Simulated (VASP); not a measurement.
Input:

```
CELL_PARAMETERS angstrom
      0.00000     2.82900     2.82900
      2.82900     0.00000     2.82900
      2.82900     2.82900     0.00000
ATOMIC_POSITIONS crystal
  Ge 0.00000 0.00000 0.00000
  Ge 0.25000 0.25000 0.25000
```

Computed with optB86b-vdW, VASP's PBE PAW potentials (set 64) (plane waves; VASP). Run with 520 eV cut-off, 7×7×7 Γ-centred mesh, Gaussian smearing of 0.050 eV, potentials Ge_d.

Energy and stress use the plane-wave basis of the starting cell.

Problem. The ions, cell shape and volume are relaxed. Which structure does the run end with?

Solution. 
```
CELL_PARAMETERS angstrom
      0.00000     2.85576     2.85576
      2.85576     0.00000     2.85576
      2.85576     2.85576     0.00000
ATOMIC_POSITIONS crystal
  Ge 0.00000 0.00000 0.00000
  Ge 0.25000 0.25000 0.25000
```
Space group Fd-3m (227), at a tolerance of 0.03 Å.

Problem. How do energy and volume change from the first to the last step?

Solution. The energy (σ→0) changes by -3.6 meV/atom and the volume by +2.9 %, in 3 ionic steps.

```tsv
step	E(σ→0) (eV)	max force (eV/Å)	pressure (GPa)	volume (Å³)
1	-2.4410	0.000	1.89	45.28
2	-2.4471	0.000	-0.35	47.06
3	-2.4483	0.000	-0.02	46.58
```

The compound is Ge in the diamond structure. This run relaxes it. Symmetry was kept, so distortions that lower it aren't found.
